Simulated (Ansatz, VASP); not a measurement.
# BaAs2Ru2: VASP beside Ansatz, part 2 of 2

Wanted: the spread between two codes on one cell, functional and k mesh. The cell is taken from a series of runs on this material, whose earlier steps may have relaxed, scaled, displaced or heated it; both programs get it as it stands.

VASP 6.6.1 and Ansatz 0.2.0.

So far: Starting point; VASP: relaxation of cell and atoms, PBEsol.

### Step 3. Ansatz: relaxation of cell and atoms, PBEsol

Level of this step: Ansatz beside VASP: Kohn-Sham DFT, plane waves, PBEsol (Ansatz).

Ansatz runs on its default PAW (the set named soft_2) files.

The same cell, functional, mesh and smearing now go to Ansatz, which takes its cutoff from its data sets.

Input file input.yaml:

```yaml
crystal:
  lattice:
    - [-2.0711619067, 2.0711619067, 6.0284692797]
    - [2.0711619067, -2.0711619067, 6.0284692797]
    - [2.0711619067, 2.0711619067, -6.0284692797]
  atoms:
    - { symbol: Ba, position: [0.0, 0.0, 0.0] }
    - { symbol: As, position: [0.6480139435, 0.6480139435, 0.0] }
    - { symbol: As, position: [0.3519860565, 0.3519860565, 0.0] }
    - { symbol: Ru, position: [0.75, 0.25, 0.5] }
    - { symbol: Ru, position: [0.25, 0.75, 0.5] }
kpoints:
  mp_grid: { grid: [10, 10, 10] }
hamiltonian:
  xc: pbesol
scf:
  occupations: { method: methfessel_paxton, width: 0.2 }
output:
  forces: true
  stress: true
  eigenvalues: true
relax:
  adjacent_minimum: "off"
  f_tol: 0.001
  max_steps: 60
  cell: { stress_tol: 0.01 }
```

The run is started by

```sh
$ ansatz run input.yaml --threads 16 --pin off --max-ram 61440MiB --backend cuda --events-out ev --progress --plain --runs-dir out
```

Numbers of over 12 decimals in the logs are rounded to 6 here.

The log of the run:

```text
basis.fft_grid_basis auto: the FFT boxes are laid along the combinations [[1, 0, 1], [0, 1, 1], [0, 0, 1]] of the cell's own vectors, 4.142, 4.142 and 6.702 Å long. The dense box has 30×30×45 points. Along the cell's own vectors, as sized, it would have 45×45×45, 2.25 times as many. Of the 16 symmetry operations that the crystal satisfies within crystal.symmetry.tolerance (time reversal apart; of a slab, those that k [...]
Engine: ansatz 0.2.0, aarch64-unknown-linux-gnu
Pseudopotentials: kind: paw
Pseudopotential: Ba, paw, valence charge 10, recommended cutoff 420 eV (normal), Ba.paw.azcp
Pseudopotential: As, paw, valence charge 15, recommended cutoff 420 eV (normal), As.paw.azcp
Pseudopotential: Ru, paw, valence charge 16, recommended cutoff 420 eV (normal), Ru.paw.azcp
Functional definition: PBEsol
  exchange = pbesol_x
  correlation = pbesol_c
[...]
Crystal: 5 atoms, lattice volume = 103.442 Å³
Basis set: ecut = 420 eV, 2009 PW (Γ), FFT grids on a1+a3, a2+a3, a3, exchange–correlation on 60×60×90 points (8 copies of the dense FFT grid, shifted against one another)
Bands: 44, of which v1, the nominal top of the filled ones, is band 36 counted from 1 (35 counted from 0)
Symmetry: 16 space group operations
Space group: I4/mmm (ITA 139), of the structure as read, at distance tolerance 4.7e-5 Å
k-points: 102 of 1000
Non-local potential: Ba, projectors of the file, l = 0: 3, l = 1: 2, l = 2: 2, l = 3: 2
Non-local potential: As, projectors of the file, l = 0: 2, l = 1: 2, l = 2: 3, l = 3: 1
Non-local potential: Ru, projectors of the file, l = 0: 3, l = 1: 2, l = 2: 2, l = 3: 1
PAW form: soft (Blöchl's): semilocal exchange-correlation on the pseudo side does not see the compensation charge
PAW frozen core: Ba, regenerated for the run's functional, and the local potential with it (the file was generated under x = pbe(κ = 0.804, μ = 0.219515), c = pbe(β = 0.066725))
PAW frozen core: As, regenerated for the run's functional, and the local potential with it (the file was generated under x = pbe(κ = 0.804, μ = 0.219515), c = pbe(β = 0.066725))
PAW frozen core: Ru, regenerated for the run's functional, and the local potential with it (the file was generated under x = pbe(κ = 0.804, μ = 0.219515), c = pbe(β = 0.066725))
PAW one-centre angular grid: Ba, 194 points (default); XC on 64 Gauss nodes
PAW one-centre angular grid: As, 590 points (default); XC on 64 Gauss nodes
PAW one-centre angular grid: Ru, 590 points (default); XC on 64 Gauss nodes
Initial density: superposition of atomic densities (neutral atoms: chi_scale 0, normalization atom), corrected by the library's trained network
Initial wavefunctions: pseudopotential atomic-orbital guess
[...]
Functional: x = pbesol(κ = 0.804, μ = 0.123457), c = pbesol(β = 0.046)
SCF iter   1: F=—  HF=-27125.157969 eV  |F-HF|=—  |Δ(HF+E_count)|=         —  Δρ=4.90e-3  dr2=3.10e-2  ethr=1.77e-3  ⟨swp⟩=7.5  Hψ=18321  notcnv=0
preconditioner: auto → Kerker (q_TF=auto, 2.568 Å⁻¹)  [metal: Δε(μ)=0.013 eV  Ē_g=8.501 eV  σ=0.200 eV  W_gap=0.05  n_scr=32 (ndim 8)  ℏωp=21.3 eV  f_vac=0.000  D(μ)=1.51/eV (n_scr^D=10)]
SCF iter   2: F=—  HF=-27125.151834 eV  |F-HF|=—  |Δ(HF+E_count)|=   6.13e-3  S|Δr|=    0.00e0  Δρ=2.65e-3  dr2=1.23e-2  ethr=4.30e-5  ⟨swp⟩=2.7  Hψ=8600  notcnv=0
[...]
SCF iter   8: F=-27125.148250 eV  HF=-27125.148250 eV  |F-HF|=8.80e-9  |Δ(HF+E_count)|=   4.12e-8  S|Δr|=    0.00e0  Δρ=3.25e-6  dr2=2.00e-8  ethr=1.39e-10  ⟨swp⟩=10.2  Hψ=25470  notcnv=0
SCF 1 converged in 8 iterations: F = -27125.148250 eV  dr2 = 2.00e-8
  greatest PAW one-centre occupation: 0.999 electrons in one spin orbital (limit 2), on the As atom at site 2 (counted from 0), in its partial waves of l = 2
relax step   1: F+E_penalty+E_count = -27125.14825016 eV  Δ(F+E_penalty+E_count) = +0.000e0 eV  max|allowed force component| = 7.193e-3 eV/Å  Δτ_max = 0.0000 Å  P = -0.004 GPa  Ω = 103.442 Å³  (8 SCF iters, dr2 threshold 1.00e-7 eV, accepted)
[...]
relax step   2: F+E_penalty+E_count = -27125.14826037 eV  Δ(F+E_penalty+E_count) = -1.021e-5 eV  max|allowed force component| = 1.904e-3 eV/Å  Δτ_max = 0.0008 Å  P = -0.015 GPa  Ω = 103.461 Å³  energy of the carried Pulay correction = -2.782e-6 eV  (5 SCF iters, dr2 threshold 4.93e-9 eV, accepted)
[...]
relax step   3: F+E_penalty+E_count = -27125.14826802 eV  Δ(F+E_penalty+E_count) = -7.651e-6 eV  max|allowed force component| = 1.575e-5 eV/Å  Δτ_max = 0.0004 Å  P = +0.006 GPa  Ω = 103.424 Å³  energy of the carried Pulay correction = +2.573e-6 eV  (6 SCF iters, dr2 threshold 1.01e-9 eV, accepted)
[...]
relax step   4: F+E_penalty+E_count = -27125.14826724 eV  Δ(F+E_penalty+E_count) = +7.801e-7 eV  max|allowed force component| = 1.228e-5 eV/Å  Δτ_max = 0.0000 Å  P = +0.006 GPa  Ω = 103.424 Å³  stress off target by 5.87e-3 GPa  SCF on the basis re-selected at this cell (its energy is not comparable with the rows above)  (7 SCF iters)
[...]
SCF converged after 7 iterations
Stability not checked: this state was not tested for a lower state beside it, because cold or Methfessel-Paxton smearing, or corrected tetrahedra, fill the levels in a way that the test cannot read (fill_not_monotonic; see scf.lower_state_search)
Free energy (F): -27125.148267 eV
Harris-Foulkes:  -27125.148267 eV  (|F-HF|=0.00e0)
Internal energy: -27125.151616 eV  (E = F + TS)
E sigma→0 (E₀):  -27125.149105 eV
Entropy (-TS):   0.003349 eV (0.670 meV/atom)
Fermi energy:    14.249889 eV
--- Per-component energies (eV) ---
  E_band       = -730.708265
  E_kinetic    = 1414.390514
  E_local      = -8894.584636  (includes V_loc(G=0)·N_el)
  E_nonlocal   = -581.385940
  E_hartree    = 4066.912589
  E_xc         = -706.065406
  E_vxc        = -775.430762  (∫ρ·V_xc dr)
  E_paw        = -15530.583523  (= ΣΔE_a)
  E_vpaw       = -27.522216  (= ΣTr[D̂ρ^β])
  E_aug_tail   = -0.000386  (compensation charges beyond the density's cutoff)
  E_ewald      = -6896.425710
  E_core_change = 2.590882  (= ΣΔE_core)
  E_smearing   = 0.003349  (= −TS)
  E_closure    = 0.000000  (closes the sum)
  Σ components = -27125.148267   (vs F -27125.148267, Δ=0.00e0)
--- Forces (eV/Å), atoms counted from 1 ---
  atom   1  Ba    -0.00000000     0.00000000    -0.00000000
  atom   2  As    -0.00000000    -0.00000000    -0.00001228
  atom   3  As     0.00000000    -0.00000000     0.00001228
  atom   4  Ru     0.00000000    -0.00000000     0.00000000
  atom   5  Ru    -0.00000000    -0.00000000     0.00000000
  max |Σ_I F_I| component: 9.11e-18 eV/Å
--- Stress (GPa, compression-positive) ---
        0.005873      -0.000000       0.000000
       -0.000000       0.005873       0.000000
        0.000000      -0.000000       0.004813
  P = ⅓ Tr σ = 0.0055 GPa (0.055 kbar)
--- Band table (eV; the first three rows and the last of 102) ---
  k-point 0: bands = [... 32 lower, 13.2232, 14.0574, 14.1148, 14.1148, 14.6210, 15.4756, 16.7241, 17.3032, ... 4 higher]
  k-point 1: bands = [... 32 lower, 13.2614, 13.8212, 13.8796, 13.9053, 14.7269, 15.5314, 16.2272, 17.2617, ... 4 higher]
  k-point 2: bands = [... 32 lower, 13.1509, 13.3537, 13.4618, 13.4759, 14.9398, 15.5223, 15.6551, 17.3934, ... 4 higher]
  k-point 101: bands = [... 32 lower, 14.0050, 14.0752, 14.5491, 14.5491, 14.8711, 15.4756, 15.9657, 17.6418, ... 4 higher]
--- Relaxed structure (3 steps of the walk, 3 accepted, 1 SCFs on fresh bases) ---
  F+E_penalty+E_count = -27125.14826724 eV   max|allowed force component| = 1.228e-5 eV/Å   (the final SCF, on the basis selected at the relaxed cell)
  cell:  # Å, volume = 103.4237 Å³
    - [-2.071756, 2.071756, 6.023971]
    - [2.071756, -2.071756, 6.023971]
    - [2.071756, 2.071756, -6.023971]
  atoms:
    - { symbol: Ba, position: [0, 0, 0] }
    - { symbol: As, position: [0.648043, 0.648043, 0] }
    - { symbol: As, position: [0.351957, 0.351957, 0] }
    - { symbol: Ru, position: [0.750000, 0.250000, 0.500000] }
    - { symbol: Ru, position: [0.250000, 0.750000, 0.500000] }
```

Reading the cycles: dr2 is the Hartree energy of the density residual (eV), the measure of convergence; HF is the Harris–Foulkes estimate of the energy, which meets the free energy F at convergence.

### Step 4. Comparison

Known differences besides the potentials themselves: the data sets hold 72 valence electrons in Ansatz (on its default PAW (the set named soft_2) files) and 48 in VASP; the cutoff is 420 eV in Ansatz and 500 eV in VASP; Ansatz makes its cores anew for this functional, VASP keeps those of its PBE data sets; Ansatz adds a Pulay correction to the stress that steers its cell, VASP none. Total energies have different zeros and are not compared.

Both answers:

```tsv
quantity	Ansatz	VASP	difference
volume (Å³)	103.42	104.33	-0.87 %
edge a after relaxation, in the typed setting (Å)	6.699	6.728	-0.44 %
```

### Step 5. What came out

| Quantity | Value |
| --- | --- |
| difference in volume (relaxation of cell and atoms, PBEsol) | -0.87 % |

In words: The difference in volume is -0.87 % (relaxation of cell and atoms, PBEsol), within the 1.2 % picked in this series as the mark of a large difference, as far as the stopping tolerances let one tell. The data sets hold unlike numbers of valence electrons (72 in Ansatz and 48 in VASP), so part of the differences comes from the potentials. Such differences can come from data sets, numerical settings and the points named under the comparisons, not from the functional's error against experiment.

[Lines on the potential files, build, host, timing and source positions are cut from VASP's logs without a mark.]

[Logs are printed without paths, hosts, clocks, repeated set-up lines and the standing remarks that a program may print on its own settings, such as how far it seeks lower states.]

[Hosts, paths, dates, database ids (printed as entryN), source tags and the programs' standing remarks are cut or masked in the printed files.]
